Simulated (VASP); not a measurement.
A run of VASP 6.6.1 is set up as follows.

INCAR

```
SYSTEM = NiO
PREC     = Accurate       ! precision mode
ENCUT    = 520            ! plane-wave cutoff, eV
EDIFF    = 1E-6           ! SCF threshold, eV
ISMEAR   = 0              ! smearing method
SIGMA    = 0.03           ! smearing width, eV
LREAL    = .FALSE.        ! projectors in reciprocal space
LASPH    = .TRUE.         ! aspherical terms in the spheres
NELM     = 150            ! most SCF steps
ALGO     = Normal         ! electronic algorithm
ISIF     = 2              ! what is computed and relaxed
LWAVE    = .FALSE.        ! write WAVECAR
LCHARG   = .FALSE.        ! write CHGCAR
ISPIN    = 2              ! spin polarisation
MAGMOM   = 2 0            ! initial moments
LORBIT   = 11             ! projections on sites
LMAXMIX  = 4              ! l up to which the mixer works
LDAU     = .TRUE.         ! DFT+U
LDAUTYPE = 2            
LDAUL    = 2 -1           ! shell
LDAUU    = 6.2 0          ! U, eV
LDAUJ    = 0 0          
LDAUPRINT= 1            
GGA      = PE             ! functional
NBANDS   = 19             ! bands
AMIX     = 0.2          
BMIX     = 1E-4         
AMIX_MAG = 0.8          
BMIX_MAG = 1E-4         
ICORELEVEL= 1
```

Contents of KPOINTS:

```
regular mesh
0
G
  12 12 12
  0 0 0
```

Contents of POSCAR:

```
NiO                                     
1.0
    0.0000000000      2.0978138330      2.0978138330
    2.0978138330      0.0000000000      2.0978138330
    2.0978138330      2.0978138330      0.0000000000
  Ni              O             
     1     1
Direct
     0.0000000000000000    0.0000000000000000    0.0000000000000000
     0.5000000000000000    0.5000000000000000    0.5000000000000000
```

Contents of KPOINTS_OPT:

```
explicit points
209
Reciprocal
 0.0000000000  0.0000000000  0.0000000000 1
 0.0263157895  0.0000000000  0.0263157895 1
 0.0526315789  0.0000000000  0.0526315789 1
 0.0789473684  0.0000000000  0.0789473684 1
 0.1052631579  0.0000000000  0.1052631579 1
 0.1315789474  0.0000000000  0.1315789474 1
[... 201 lines left out ...]
 0.4250000000  0.0000000000  0.4250000000 1
 0.4500000000  0.0000000000  0.4500000000 1
```

Potentials or basis: VASP PAW PBE potentials, release 64 (Ni, O).

Command:

```console
$ cat potpaw_PBE.64/Ni/POTCAR potpaw_PBE.64/O/POTCAR > POTCAR
$ mpirun -np 1 vasp_std > vasp.out
```

(1) What does it give for the band gap along the path?

(2) Estimate the site moments.

(3) Estimate the net moment.

Answers

(1) 2.55 eV, indirect (least direct gap 3.16 eV).

(2) Ni +1.82; O +0.17 μB.

(3) 2.00 μB per cell.

Caveat: a cell with one magnetic atom can't hold antiferromagnetic order, which such compounds often take.
